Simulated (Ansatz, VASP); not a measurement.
# In2SeS (In2SSe, 2 layers, AA') in two plane-wave programs

Aim: how closely do two programs agree when they are given the same cell, functional and k mesh? The structure shown is the start of the Ansatz relaxation below; VASP solves that cell, so the two are compared at the walk's first step.

Main program and level: Ansatz 0.2.0; plane waves, with VASP 6.6.1 beside it; single point at LDA.

### Step 1. The starting structure

The cell holds 8 atoms: 2 Se, 4 In and 2 S. Its edges and angles: a = 4.017 Å, b = 4.017 Å, c = 57.361 Å, α = 90.0°, β = 90.0°, γ = 120.0°. Vacuum lies along c.

### Step 2. Ansatz: relaxation, LDA

Ansatz runs on its default PAW (the set named soft_2) files.

The two programs are compared at the cell with which this relaxation starts, whose forces are those of its first step.

The input, input.yaml:

```yaml
crystal:
  lattice:
    - [4.017, 0.0, 0.0]
    - [-2.0085, 3.478824047, 0.0]
    - [0.0, 0.0, 57.3609676839]
  atoms:
    - { symbol: Se, position: [0.3333333333, 0.6666666667, 0.3852794137] }
    - { symbol: In, position: [0.0, 0.0, 0.4076305546] }
    - { symbol: In, position: [0.0, 0.0, 0.4571415743] }
    - { symbol: S, position: [0.3333333333, 0.6666666667, 0.4734139771] }
    - { symbol: Se, position: [0.0, 0.0, 0.5265860229] }
    - { symbol: In, position: [0.3333333333, 0.6666666667, 0.5489371638] }
    - { symbol: In, position: [0.3333333333, 0.6666666667, 0.5984481835] }
    - { symbol: S, position: [0.0, 0.0, 0.6147205863] }
  periodic: [true, true, false]
kpoints:
  mp_grid: { grid: [8, 8, 1] }
hamiltonian:
  xc: lda
scf:
  occupations: { method: fermi_dirac, width: 0.05 }
  convergence: { dr2_threshold: 1.0e-09 }
relax:
  f_tol: 0.015
  max_steps: 90
  cell: {}
output:
  write_potential: true
  write_density: true
  volumetric_format: npy
```

Started as:

```sh
$ ansatz run input.yaml --threads 2 --pin off --max-ram 3072MiB --backend cpu --events-out ev --progress --plain --runs-dir out
```

Numbers of over 12 decimals in the logs are rounded to 6 here.

Output:

```text
Warning: relax.cell: scf.convergence.dr2_threshold = 1e-9 eV is looser than the 1.49133972258e-10 eV advised for a relaxation that steers and ends on the stress (1e-10 eV for each atom of the cell: 8, times the square of relax.cell.stress_2d_tol = 0.05 N/m over 23.2 Å (the atoms' height at the walk's start and 5 Å past either face), 2.159e-2 GPa, over a crystal's default 0.05). What an SCF threshold leaves in a stress goes as its square root, and in the free energy as the threshold itself, and one threshold admits the most on a small cell: [figures from the program's tests cut] Set scf.convergence.dr2_threshold to 1.49133972258e-10 eV or tighter. [rest of the remark cut]
Engine: ansatz 0.2.0, aarch64-unknown-linux-gnu
Pseudopotentials: kind: paw
Pseudopotential: Se, paw, valence charge 16, recommended cutoff 420 eV (normal), Se.paw.azcp
Pseudopotential: In, paw, valence charge 13, recommended cutoff 420 eV (normal), In.paw.azcp
Pseudopotential: S, paw, valence charge 6, recommended cutoff 420 eV (normal), S.paw.azcp
Functional definition: SPW92
  exchange = slater_x
  correlation = pw_c
Crystal: 8 atoms, lattice volume = 801.587 Å³
Basis set: ecut = 420 eV, 15743 PW (Γ)
Bands: 58, of which v1, the nominal top of the filled ones, is band 48 counted from 1 (47 counted from 0)
Symmetry: 6 space group operations
Space group: P3m1 (ITA 156), of the structure as read, at distance tolerance 9.3e-5 Å
k-points: 10 of 64 (time reversal used)
Non-local potential: Se, projectors of the file, l = 0: 2, l = 1: 2, l = 2: 3, l = 3: 1
Non-local potential: In, projectors of the file, l = 0: 2, l = 1: 2, l = 2: 2, l = 3: 2
Non-local potential: S, projectors of the file, l = 0: 2, l = 1: 2, l = 2: 2
PAW form: soft (Blöchl's): semilocal exchange-correlation on the pseudo side does not see the compensation charge
PAW frozen core: Se, regenerated for the run's functional, and the local potential with it (the file was generated under x = pbe(κ = 0.804, μ = 0.219515), c = pbe(β = 0.066725))
PAW frozen core: In, regenerated for the run's functional, and the local potential with it (the file was generated under x = pbe(κ = 0.804, μ = 0.219515), c = pbe(β = 0.066725))
PAW frozen core: S, regenerated for the run's functional, and the local potential with it (the file was generated under x = pbe(κ = 0.804, μ = 0.219515), c = pbe(β = 0.066725))
PAW one-centre angular grid: Se, 590 points (default); XC on 64 Gauss nodes
PAW one-centre angular grid: In, 590 points (default); XC on 64 Gauss nodes
PAW one-centre angular grid: S, 110 points (default); XC on 64 Gauss nodes
Initial density: superposition of atomic densities (neutral atoms: chi_scale 0, normalization atom), corrected by the library's trained network
Initial wavefunctions: pseudopotential atomic-orbital guess
Functional: x = slater, c = lda
SCF iter   1: F=—  HF=-34337.820908 eV  |F-HF|=—  |Δ(HF+E_count)|=         —  Δρ=4.08e-3  dr2=2.55e-1  ethr=1.77e-3  ⟨swp⟩=14.2  Hψ=3245  notcnv=0  defer=5
preconditioner: auto → Resta (q_TF=auto, 1.915 Å⁻¹)  ε∞=1.7  [insulator: Δε(μ)=0.567 eV  Ē_g=13.434 eV  σ=0.050 eV  W_gap=0.99  n_scr=100 (ndim 8)  ℏωp=11.4 eV  f_vac=0.709  D(μ)=0.01/eV (n_scr^D=0)  ε∞_Penn≈1.7  vacuum switching on, ρ_ref=1.3e-2 e/Å³]
SCF iter   2: F=—  HF=-34337.826430 eV  |F-HF|=—  |Δ(HF+E_count)|=   5.52e-3  Δρ=2.46e-3  dr2=5.94e-1  ethr=2.66e-4  ⟨swp⟩=5.7  Hψ=1362  notcnv=0  defer=37
SCF iter   3: F=—  HF=-34337.783273 eV  |F-HF|=—  |Δ(HF+E_count)|=   4.32e-2  Δρ=1.56e-3  dr2=1.31e-1  ethr=2.66e-4  ⟨swp⟩=4.5  Hψ=1038  notcnv=0  defer=44
SCF iter   4: F=—  HF=-34337.772655 eV  |F-HF|=—  |Δ(HF+E_count)|=   1.06e-2  Δρ=8.13e-4  dr2=1.06e-2  ethr=1.37e-4  ⟨swp⟩=2.5  Hψ=709  notcnv=0  defer=44
SCF iter   5: F=—  HF=-34337.771739 eV  |F-HF|=—  |Δ(HF+E_count)|=   9.16e-4  Δρ=3.95e-4  dr2=6.24e-3  ethr=1.11e-5  ⟨swp⟩=2.5  Hψ=993  notcnv=0  defer=45
SCF iter   6: F=—  HF=-34337.771241 eV  |F-HF|=—  |Δ(HF+E_count)|=   4.98e-4  Δρ=2.10e-4  dr2=2.55e-4  ethr=6.50e-6  ⟨swp⟩=2.0  Hψ=603  notcnv=0  defer=45
SCF iter   7: F=—  HF=-34337.771281 eV  |F-HF|=—  |Δ(HF+E_count)|=   4.06e-5  Δρ=7.23e-5  dr2=1.36e-4  ethr=2.66e-7  ⟨swp⟩=3.0  Hψ=992  notcnv=0  defer=45
SCF iter   8: F=—  HF=-34337.771259 eV  |F-HF|=—  |Δ(HF+E_count)|=   2.23e-5  Δρ=2.89e-5  dr2=1.69e-5  ethr=1.42e-7  ⟨swp⟩=2.9  Hψ=771  notcnv=0  defer=45
[...]
SCF iter   4: F=—  HF=-34338.035797 eV  |F-HF|=—  |Δ(HF+E_count)|=   3.75e-8  Δρ=3.28e-6  dr2=5.09e-7  ethr=4.91e-10  ⟨swp⟩=2.2  Hψ=690  notcnv=0
SCF iter   5: F=—  HF=-34338.035797 eV  |F-HF|=—  |Δ(HF+E_count)|=   3.54e-8  Δρ=1.44e-6  dr2=9.03e-8  ethr=4.91e-10  ⟨swp⟩=1.5  Hψ=617  notcnv=0
SCF iter   6: F=—  HF=-34338.035797 eV  |F-HF|=—  |Δ(HF+E_count)|=   7.44e-9  Δρ=3.77e-7  dr2=5.59e-9  ethr=9.41e-11  ⟨swp⟩=2.0  Hψ=771  notcnv=0
SCF iter   7: F=-34338.035797 eV  HF=-34338.035797 eV  |F-HF|=1.54e-9  |Δ(HF+E_count)|=  2.47e-10  Δρ=1.28e-7  dr2=9.41e-11  ethr=1.04e-12  ⟨swp⟩=13.0  Hψ=4915  notcnv=0
SCF 7 converged in 7 iterations: F = -34338.035797 eV  dr2 = 9.41e-11
relax step   7: F+E_penalty+E_count = -34338.03579724 eV  Δ(F+E_penalty+E_count) = +2.193e-3 eV  max|allowed force component| = 6.013e-3 eV/Å  Δτ_max = 0.0000 Å  P = -0.016 N/m  Ω = 749.941 Å³  fix = [c, alpha, beta]  reactions: c -0.000 N/m  stress off target by 1.57e-2 N/m on what of the cell is left free  SCF on the basis re-selected at this cell (its energy is not comparable with the rows above)  (7 SCF iters)
basis re-selected at this cell: Δ(F+E_penalty+E_count) = +2.193e-3 eV, ΔP = -0.004 N/m vs the last step (what re-selecting the basis moved, of the pressure what is left beyond the Pulay correction that the steps carried, after the strain that the cell walked since its last selection, with what the two solves' SCF thresholds leave and, on support functions, any second-order correction that the steps lacked; it is no m [...]
WARN: The output density's exchange-correlation potential varies sharply where the density is thin. Do not read a vacuum level from v_tot or v_xc, or from such a field of the output density. On a cell that repeats whose density bears no net charge and no dipole along the vacuum's axis use v_es (v_loc + v_h of the components); under efield.dipole_correction with no amplitude use v_es + v_field, which holds any externa [...]
SCF converged after 7 iterations
Free energy (F): -34338.035797 eV
Harris-Foulkes:  -34338.035797 eV  (|F-HF|=1.54e-9)
Internal energy: -34338.035796 eV  (E = F + TS)
E sigma→0 (E₀):  -34338.035797 eV
Entropy (-TS):   -0.000001 eV (-0.000 meV/atom)
Fermi energy:    -5.378763 eV
--- Per-component energies (eV) ---
  E_band       = -2257.231518
  E_kinetic    = 1428.947011
  E_local      = -592974.397084  (includes V_loc(G=0)·N_el)
  E_nonlocal   = 362.423083
  E_hartree    = 295250.818719
  E_xc         = -1252.980138
  E_vxc        = -775.835137  (∫ρ·V_xc dr)
  E_paw        = -20854.972981  (= ΣΔE_a)
  E_vpaw       = -800.004610  (= ΣTr[D̂ρ^β])
  E_aug_tail   = -0.001105  (compensation charges beyond the density's cutoff)
  E_ewald      = 283696.247434
  E_core_change = 5.879265  (= ΣΔE_core)
  E_smearing   = -0.000001  (= −TS)
  E_closure    = 0.000000  (closes the sum)
  Σ components = -34338.035797   (vs F -34338.035797, Δ=0.00e0)
--- Forces (eV/Å), atoms counted from 1 ---
  atom   1  Se     0.00000000     0.00000000     0.00564255
  atom   2  In    -0.00000000    -0.00000000    -0.00396888
  atom   3  In    -0.00000000    -0.00000000    -0.00522641
  atom   4  S      0.00000000     0.00000000     0.00041550
  atom   5  Se    -0.00000000    -0.00000000     0.00112537
  atom   6  In     0.00000000     0.00000000     0.00296871
  atom   7  In     0.00000000     0.00000000    -0.00364670
  atom   8  S     -0.00000000    -0.00000000    -0.00027448
  max |Σ_I F_I| component: 2.96e-3 eV/Å
--- 2D stress c σ (N/m, compression-positive) ---
       -0.015716      -0.000000      -0.000000
       -0.000000      -0.015716       0.000000
       -0.000000       0.000000      -0.000000
  P = ½ c Tr σ = -0.0157 N/m
--- Band table (eV; the first three rows and the last of 10) ---
  k-point 0: bands = [... 44 lower, -6.5568, -6.4380, -6.4380, -6.0883, -4.8397, -4.1485, -3.3709, -3.1407, ... 6 higher]
  k-point 1: bands = [... 44 lower, -6.7586, -6.6327, -6.5762, -6.0134, -4.0952, -3.6755, -2.6894, -2.4811, ... 6 higher]
  k-point 2: bands = [... 44 lower, -7.1846, -7.0461, -6.5252, -6.2690, -3.5667, -3.4222, -3.3315, -3.0757, ... 6 higher]
  k-point 9: bands = [... 44 lower, -7.8921, -7.8127, -7.3606, -7.1603, -3.8803, -3.5913, -3.1230, -2.8753, ... 6 higher]
  the weakly bound empty levels are not read free of the cell's end (no_gap_told)
--- Relaxed structure (6 steps of the walk, 6 accepted, 1 SCFs on fresh bases) ---
  F+E_penalty+E_count = -34338.03579724 eV   max|allowed force component| = 6.013e-3 eV/Å   (the final SCF, on the basis selected at the relaxed cell)
  cell:  # Å, volume = 749.9414 Å³
    - [3.885439, 0.0, 0]
    - [-1.942720, 3.364889, 0]
    - [0, 0, 57.3609676839]
  atoms:
    - { symbol: Se, position: [0.333333, 0.666667, 0.384913] }
    - { symbol: In, position: [3.2838910951775023e-19, -2.775557561562892e-17, 0.407810] }
    - { symbol: In, position: [-2.7900579328434137e-18, -2.7755575615628914e-17, 0.455617] }
    - { symbol: S, position: [0.333333, 0.666667, 0.475440] }
    - { symbol: Se, position: [-9.561764371981557e-19, -2.775557561562891e-17, 0.526064] }
    - { symbol: In, position: [0.333333, 0.666667, 0.548976] }
    - { symbol: In, position: [0.333333, 0.666667, 0.596785] }
    - { symbol: S, position: [3.35425449806211e-18, -2.775557561562892e-17, 0.616553] }
```

[end of part 1 of 2]

[Lines on the potential files, build, host, timing and source positions are cut from VASP's logs without a mark.]

[Logs are printed without paths, hosts, clocks, repeated set-up lines and the standing remarks that a program may print on its own settings, such as how far it seeks lower states.]

[Hosts, paths, dates, database ids (printed as entryN), source tags and the programs' standing remarks are cut or masked in the printed files.]
